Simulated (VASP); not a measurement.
# GW on InP, part 3 of 4

How does the gap of InP change from the starting functional to GW? The cell is of the zinc-blende type, one of the forms listed for this formula. The start is a cell from a database of measured crystal structures.

VASP 6.6.1, plane waves and PAW; the level of theory is named at each step.

So far, gap on the k-mesh (eV): step 3 (empty bands, functional PBE) 0.700.

The database entry behind the starting cell differs from later determinations by our own check (0.1 to 0.3 % short, probably kX units), so it need not match the best structure at ambient conditions.

## 4. evGW0 (continued)

Level of this step: evGW0 on PBE; plane waves and PAW (In_d_GW, P_GW) (VASP).

From OUTCAR (step 4):

```text
The static configuration has the point symmetry T_d .

 Found     16 irreducible k-points:

   k-points           NKPTS =     16   k-points in BZ     NKDIM =    216   number of bands    NBANDS=    328

   NELECT =      18.0000    total number of electrons

 E-fermi :   4.2727

 QP shifts <psi_nk| G(iteration)W_0 |psi_nk>: iteration 1
 for sc-GW calculations column KS-energies equals QP-energies in previous step
 and V_xc(KS)=  KS-energies - (<T + V_ion + V_H > + <T+V_H+V_ion>^1  + <V_x>^1)
 k-point   1 :       0.0000    0.0000    0.0000
  band No.  KS-energies  QP-energies   sigma(KS)   V_xc(KS)     V^pw_x(r,r')   Z            occupation Imag(sigma)
    ...
      6      -7.6014      -8.1150     -12.1451     -11.3062     -18.2825       0.6122       2.0000       0.6256
      7       3.9225       3.2763     -13.1189     -12.2474     -13.8372       0.7415       2.0000      -0.1632
      8       3.9225       3.2763     -13.1189     -12.2474     -13.8372       0.7415       2.0000      -0.1632
      9       3.9225       3.2763     -13.1189     -12.2474     -13.8372       0.7415       2.0000      -0.1632
     10       4.6229       4.5388     -11.0378     -10.9284      -7.1907       0.7687       0.0000      -0.2299
     11       8.0047       8.0132     -10.0005     -10.0116      -5.5595       0.7601       0.0000      -0.2244
     12       8.0047       8.0132     -10.0005     -10.0116      -5.5595       0.7601       0.0000      -0.2244
     13       8.0047       8.0132     -10.0005     -10.0116      -5.5595       0.7601       0.0000      -0.2244
    ...

 k-point   2 :       0.1667    0.0000    0.0000
  band No.  KS-energies  QP-energies   sigma(KS)   V_xc(KS)     V^pw_x(r,r')   Z            occupation Imag(sigma)
    ...
      6      -7.2877      -7.8448     -12.3370     -11.4485     -18.3171       0.6269       2.0000       0.5994
      7       1.7373       1.0564     -12.4418     -11.5082     -13.6477       0.7293       2.0000      -0.1427
      8       3.6184       2.9563     -12.9361     -12.0423     -13.7503       0.7407       2.0000      -0.1592
      9       3.6184       2.9563     -12.9361     -12.0423     -13.7503       0.7407       2.0000      -0.1592
     10       5.7165       5.6519     -10.9036     -10.8189      -6.9436       0.7627       0.0000      -0.2266
     11       8.4114       8.3749     -10.2642     -10.2153      -5.6922       0.7481       0.0000      -0.2298
     12       8.4442       8.4638     -10.1299     -10.1561      -5.5418       0.7513       0.0000      -0.2305
     13       8.4442       8.4638     -10.1299     -10.1561      -5.5418       0.7513       0.0000      -0.2305
    ...

 k-point   3 :       0.3333    0.0000    0.0000
  band No.  KS-energies  QP-energies   sigma(KS)   V_xc(KS)     V^pw_x(r,r')   Z            occupation Imag(sigma)
    ...
      6      -6.4784      -7.1019     -12.7910     -11.8335     -18.4191       0.6512       2.0000       0.5236
      7      -0.6472      -1.3771     -11.9798     -10.9338     -14.4544       0.6978       2.0000      -0.0514
      8       3.1451       2.4576     -12.7482     -11.8160     -13.7584       0.7375       2.0000      -0.1528
      9       3.1451       2.4576     -12.7482     -11.8160     -13.7584       0.7375       2.0000      -0.1528
     10       5.5698       5.5103     -10.4671     -10.3898      -6.4409       0.7688       0.0000      -0.2234
     11       8.7849       8.7947      -9.9083      -9.9213      -5.2324       0.7488       0.0000      -0.2325
     12       8.7849       8.7947      -9.9083      -9.9213      -5.2324       0.7488       0.0000      -0.2325
     13      10.1905      10.1150     -10.0848      -9.9810      -4.7925       0.7272       0.0000      -0.2850
    ...

 QP shifts <psi_nk| G(iteration)W_0 |psi_nk>: iteration 2
 k-point   1 :       0.0000    0.0000    0.0000
  band No. old QP-enery  QP-energies   sigma(KS)   T+V_ion+V_H  V^pw_x(r,r')   Z            occupation Imag(sigma)
    ...
      6      -8.1150      -8.3632     -12.2215       3.7048     -18.2825       0.6179       2.0000       0.5879
      7       3.2763       3.1434     -13.0719      16.1699     -13.8372       0.7451       2.0000      -0.1638
      8       3.2763       3.1434     -13.0719      16.1699     -13.8372       0.7451       2.0000      -0.1638
      9       3.2763       3.1434     -13.0719      16.1699     -13.8372       0.7451       2.0000      -0.1638
     10       4.5388       4.4944     -11.0701      15.5513      -7.1907       0.7704       0.0000      -0.2306
     11       8.0132       7.9874     -10.0371      18.0163      -5.5595       0.7595       0.0000      -0.2264
     12       8.0132       7.9874     -10.0371      18.0163      -5.5595       0.7595       0.0000      -0.2264
     13       8.0132       7.9874     -10.0371      18.0163      -5.5595       0.7595       0.0000      -0.2264
    ...

 QP shifts <psi_nk| G(iteration)W_0 |psi_nk>: iteration 3
 k-point   1 :       0.0000    0.0000    0.0000
  band No. old QP-enery  QP-energies   sigma(KS)   T+V_ion+V_H  V^pw_x(r,r')   Z            occupation Imag(sigma)
    ...
      6      -8.3632      -8.4446     -12.1998       3.7048     -18.2825       0.6177       2.0000       0.5961
      7       3.1434       3.1130     -13.0672      16.1699     -13.8372       0.7457       2.0000      -0.1643
      8       3.1434       3.1130     -13.0672      16.1699     -13.8372       0.7457       2.0000      -0.1643
      9       3.1434       3.1130     -13.0672      16.1699     -13.8372       0.7457       2.0000      -0.1643
     10       4.4944       4.4790     -11.0769      15.5513      -7.1907       0.7709       0.0000      -0.2315
     11       7.9874       7.9767     -10.0429      18.0163      -5.5595       0.7599       0.0000      -0.2269
     12       7.9874       7.9767     -10.0429      18.0163      -5.5595       0.7599       0.0000      -0.2269
     13       7.9874       7.9767     -10.0429      18.0163      -5.5595       0.7599       0.0000      -0.2269
    ...

 QP shifts <psi_nk| G(iteration)W_0 |psi_nk>: iteration 4
 k-point   1 :       0.0000    0.0000    0.0000
  band No. old QP-enery  QP-energies   sigma(KS)   T+V_ion+V_H  V^pw_x(r,r')   Z            occupation Imag(sigma)
    ...
      6      -8.4446      -8.4689     -12.1888       3.7048     -18.2825       0.6168       2.0000       0.6008
      7       3.1130       3.1055     -13.0669      16.1699     -13.8372       0.7461       2.0000      -0.1645
      8       3.1130       3.1055     -13.0669      16.1699     -13.8372       0.7461       2.0000      -0.1645
      9       3.1130       3.1055     -13.0669      16.1699     -13.8372       0.7461       2.0000      -0.1645
     10       4.4790       4.4744     -11.0783      15.5513      -7.1907       0.7711       0.0000      -0.2317
     11       7.9767       7.9734     -10.0440      18.0163      -5.5595       0.7599       0.0000      -0.2271
     12       7.9767       7.9734     -10.0440      18.0163      -5.5595       0.7599       0.0000      -0.2271
     13       7.9767       7.9734     -10.0440      18.0163      -5.5595       0.7599       0.0000      -0.2271
    ...

[... 7 parts as in an earlier step ...]

[... 26 further parts left out ...]
```

This step gave:

- quasiparticle gap on the mesh: 1.369 eV
- smallest direct quasiparticle gap on the mesh: 1.369 eV
- gap of the starting orbitals on the mesh: 0.7004 eV

QP gap by iteration, by row:

| iteration | gap (eV) | direct gap (eV) |
| --- | --- | --- |
| 1 | 1.262 | 1.262 |
| 2 | 1.351 | 1.351 |
| 3 | 1.366 | 1.366 |
| 4 | 1.369 | 1.369 |

GW takes the gap from 0.700 to 1.369 eV. Spin-orbit coupling is left out. The value holds for 328 bands, ENCUTGW = 200 eV and this mesh, and isn't shown to be converged in them.

## 5. QPGW0

This step: QPGW0 on PBE; plane waves and PAW (In_d_GW, P_GW) (VASP 6.6.1).

Here the orbitals are updated too, by diagonalising a Hermitian self-energy in the bands up to NBANDSGW.

INCAR reads:

```
SYSTEM = InP
PREC = Accurate
ENCUT = 300
ISMEAR = 0
SIGMA = 0.01
LREAL = .FALSE.
GGA = PE
NBANDS = 328
ALGO = QPGW0
NELMGW = 4
ENCUTGW = 200
NOMEGA = 48
PRECFOCK = Fast
NBANDSGW = 32
LWAVE = .FALSE.
LCHARG = .FALSE.
```

POSCAR reads:

```
InP
1.0
    0.0000000000      2.9305000000      2.9305000000
    2.9305000000      0.0000000000      2.9305000000
    2.9305000000      2.9305000000      0.0000000000
In P
1 1
Direct
    0.0000000000      0.0000000000      0.0000000000
    0.2500000000      0.2500000000      0.2500000000
```

KPOINTS reads:

```
Automatic mesh
0
Gamma
6 6 6
0 0 0
```

The projector-augmented-wave data sets are In_d_GW and P_GW (PBE family, release 64).

Started as:

```bash
$ mpirun -np 8 vasp_std
```

Log:

```text
[banner, memory and clock lines left out]
running    8 mpi-ranks, on    1 nodes
[...]
|                                                                             |
|           W    W    AA    RRRRR   N    N  II  N    N   GGGG   !!!           |
|           W    W   A  A   R    R  NN   N  II  NN   N  G    G  !!!           |
|           W    W  A    A  R    R  N N  N  II  N N  N  G       !!!           |
|           W WW W  AAAAAA  RRRRR   N  N N  II  N  N N  G  GGG   !            |
|           WW  WW  A    A  R   R   N   NN  II  N   NN  G    G                |
|           W    W  A    A  R    R  N    N  II  N    N   GGGG   !!!           |
|                                                                             |
|     For optimal performance we recommend to set                             |
|       NCORE = 2 up to number-of-cores-per-socket                            |
|     NCORE specifies how many cores store one orbital (NPAR=cpu/NCORE).      |
|     This setting can greatly improve the performance of VASP for DFT.       |
|     The default, NCORE=1 might be grossly inefficient on modern             |
|     multi-core architectures or massively parallel machines. Do your        |
|     Unfortunately you need to use the default for GW and RPA                |
|     calculations (for HF NCORE is supported but not extensively tested      |
|     yet).                                                                   |
|                                                                             |

|                                                                             |
|           W    W    AA    RRRRR   N    N  II  N    N   GGGG   !!!           |
|           W    W   A  A   R    R  NN   N  II  NN   N  G    G  !!!           |
|           W    W  A    A  R    R  N N  N  II  N N  N  G       !!!           |
|           W WW W  AAAAAA  RRRRR   N  N N  II  N  N N  G  GGG   !            |
|           WW  WW  A    A  R   R   N   NN  II  N   NN  G    G                |
|           W    W  A    A  R    R  N    N  II  N    N   GGGG   !!!           |
|                                                                             |
|     The default for ENCUTGWSOFT is different in this version of VASP.       |
|     please manually set ENCUTGWSOFT =200 in the INCAR file.                 |
|                                                                             |

 LDA part: xc-table for (Slater+PW92), standard interpolation
 found WAVECAR, reading the header
 POSCAR, INCAR and KPOINTS ok, starting setup
[...]
reading WAVECAR
 the WAVECAR file was read successfully
 initial charge from wavefunction
 available memory per node:     45.89 GB, setting MAXMEM to     46990

 The Fermi energy was updated, please check that it is located mid-gap
[...]
response function shared by NCSHMEM nodes    1
 Doing            6  frequencies on each core in blocks of           48
NQ=   1    0.0000    0.0000    0.0000,
|.........|.........|.........|.........|.........|.........|.........|.........
 performed       1576000 updates of chi_q(r,r)
 total number of BLAS operations       1381.47 Gflops
NQ=   2    0.1667    0.0000    0.0000,
|.........|.........|.........|.........|.........|.........|.........|.........
 performed       4579000 updates of chi_q(r,r)
 total number of BLAS operations       3842.02 Gflops
NQ=   3    0.3333    0.0000    0.0000,
|.........|.........|.........|.........|.........|.........|.........|.........
 performed       7582000 updates of chi_q(r,r)
 total number of BLAS operations       6490.57 Gflops
NQ=   4    0.5000    0.0000    0.0000,
|.........|.........|.........|.........|.........|.........|.........|.........
 performed      10081000 updates of chi_q(r,r)
 total number of BLAS operations       8694.87 Gflops
NQ=   5    0.1667    0.1667    0.0000,
|.........|.........|.........|.........|.........|.........|.........|.........
 performed      13084000 updates of chi_q(r,r)
 total number of BLAS operations      11264.24 Gflops
NQ=   6    0.3333    0.1667    0.0000,
|.........|.........|.........|.........|.........|.........|.........|.........
 performed      17892000 updates of chi_q(r,r)
 total number of BLAS operations      15352.82 Gflops
NQ=   7    0.5000    0.1667    0.0000,
|.........|.........|.........|.........|.........|.........|.........|.........
 performed      22700000 updates of chi_q(r,r)
 total number of BLAS operations      19316.94 Gflops
NQ=   8   -0.3333    0.1667    0.0000,
|.........|.........|.........|.........|.........|.........|.........|.........
 performed      27508000 updates of chi_q(r,r)
 total number of BLAS operations      23281.06 Gflops
NQ=   9   -0.1667    0.1667    0.0000,
|.........|.........|.........|.........|.........|.........|.........|.........
 performed      31645000 updates of chi_q(r,r)
 total number of BLAS operations      26691.44 Gflops
NQ=  10    0.3333    0.3333    0.0000,
|.........|.........|.........|.........|.........|.........|.........|.........
 performed      34648000 updates of chi_q(r,r)
 total number of BLAS operations      29198.34 Gflops
NQ=  11    0.5000    0.3333    0.0000,
|.........|.........|.........|.........|.........|.........|.........|.........
 performed      39456000 updates of chi_q(r,r)
 total number of BLAS operations      33286.92 Gflops
NQ=  12   -0.3333    0.3333    0.0000,
|.........|.........|.........|.........|.........|.........|.........|.........
 performed      43593000 updates of chi_q(r,r)
 total number of BLAS operations      36739.93 Gflops
NQ=  13    0.5000    0.5000    0.0000,
|.........|.........|.........|.........|.........|.........|.........|.........
 performed      45798000 updates of chi_q(r,r)
 total number of BLAS operations      38615.41 Gflops
NQ=  14    0.5000    0.3333    0.1667,
|.........|.........|.........|.........|.........|.........|.........|.........
 performed      51236000 updates of chi_q(r,r)
 total number of BLAS operations      43182.85 Gflops
NQ=  15   -0.3333    0.3333    0.1667,
|.........|.........|.........|.........|.........|.........|.........|.........
 performed      56338000 updates of chi_q(r,r)
 total number of BLAS operations      47468.22 Gflops
NQ=  16   -0.3333    0.5000    0.1667,
[key lines of the parts left out:]
E-fermi :   4.2727
```

The job ended after 1.5 h (8 MPI ranks of Intel Xeon 6975P-C (Granite Rapids), shared host).

The run was cut off at its time limit.

More ranks or a longer limit would be the way on.

## 6. Orbitals for another starting point

This step: PBE; plane waves and PAW (In_d_GW, P_GW) (VASP 6.6.1).

A hybrid converges faster from good orbitals, so a cheap PBE run writes WAVECAR first.

INCAR reads:

```
SYSTEM = InP
PREC = Accurate
ENCUT = 300
EDIFF = 1E-05
NELM = 100
ISMEAR = 0
SIGMA = 0.01
LREAL = .FALSE.
ALGO = Normal
GGA = PE
NBANDS = 15
LORBIT = 11
LWAVE = .TRUE.
LCHARG = .FALSE.
KPAR = 8
```

POSCAR is that of step 5.

KPOINTS is that of step 5.

Started as:

```bash
$ mpirun -np 8 vasp_std
```

Log:

```text
[banner, memory and clock lines left out]
running    8 mpi-ranks, on    1 nodes
 distrk:  each k-point on    1 cores,    8 groups
 distr:  one band on    1 cores,    1 groups

 POSCAR found type information on POSCAR InP
 POSCAR found :  2 types and       2 ions
 [... a notice as in an earlier step ...]

 LDA part: xc-table for (Slater+PW92), standard interpolation
 POSCAR, INCAR and KPOINTS ok, starting setup
 FFT: planning ... GRIDC
 FFT: planning ... GRID_SOFT
 FFT: planning ... GRID
 WAVECAR not read
 entering main loop
       N       E                     dE             d eps       ncg     rms          rms(c)
[... 11 cycles as in an earlier step ...]
DAV:  12    -0.832198543308E+01    0.39517E-06   -0.23157E-06   569   0.319E-02
   1 F= -.83219854E+01 E0= -.83219854E+01  d E =-.107476E-59
 writing wavefunctions
```

Run time: 2.4 s. Hardware: 8 MPI ranks; peak memory 1.1 GiB.

Parts of OUTCAR (step 6):

```text
   NELECT =      18.0000    total number of electrons

 E-fermi :   4.0358

 k-point     1 :       0.0000    0.0000    0.0000
  band No.  band energies     occupation
    ...
      5     -10.1039      2.00000
      6      -7.6015      2.00000
      7       3.9224      2.00000
      8       3.9224      2.00000
      9       3.9224      2.00000
     10       4.6227      0.00000
     11       8.0048      0.00000
     12       8.0048      0.00000
     13       8.0048      0.00000
     14      12.4950      0.00000
    ...

  Total        0.9464539      0.9464539      0.9464539      0.0000000      0.0000000     -0.0000000
  in kB       30.1269291     30.1269291     30.1269291      0.0000000      0.0000000     -0.0000000
  external PRESSURE =      30.1269291 kB  Pullay stress =       0.0000000 kB

 POSITION                                       TOTAL-FORCE (eV/Angst)
 -----------------------------------------------------------------------------------
      0.00000      0.00000      0.00000        -0.000000     -0.000000     -0.000000
      1.46525      1.46525      1.46525         0.000000      0.000000      0.000000
 -----------------------------------------------------------------------------------
    total drift:                               -0.000001     -0.000001     -0.000001

  FREE ENERGIE OF THE ION-ELECTRON SYSTEM (eV)
  ---------------------------------------------------
  free  energy   TOTEN  =        -8.3219854331 eV

  energy  without entropy=       -8.3219854331  energy(sigma->0) =       -8.32198543

[... 8 parts as in an earlier step ...]

[... 9 further parts left out ...]
```

Numbers from this step:

```yaml
fermi_energy: 4.036 eV
pressure: 3.013 GPa
gap_on_the_k_mesh: 0.7003 eV
least_direct_gap_on_the_k_mesh: 0.7003 eV
```

The run ends at a pressure of 3.01 GPa.

[end of part 3 of 4]

[Lines on the potential files, build, host, timing and source positions are cut from VASP's logs without a mark.]

[Logs are printed without paths, hosts, clocks, repeated set-up lines and the standing remarks that a program may print on its own settings, such as how far it seeks lower states.]

[Hosts, paths, dates, database ids (printed as entryN), source tags and the programs' standing remarks are cut or masked in the printed files.]

[Pressures printed for these runs are not shown converged in the cutoff: they can be off by several GPa and have the wrong sign.]
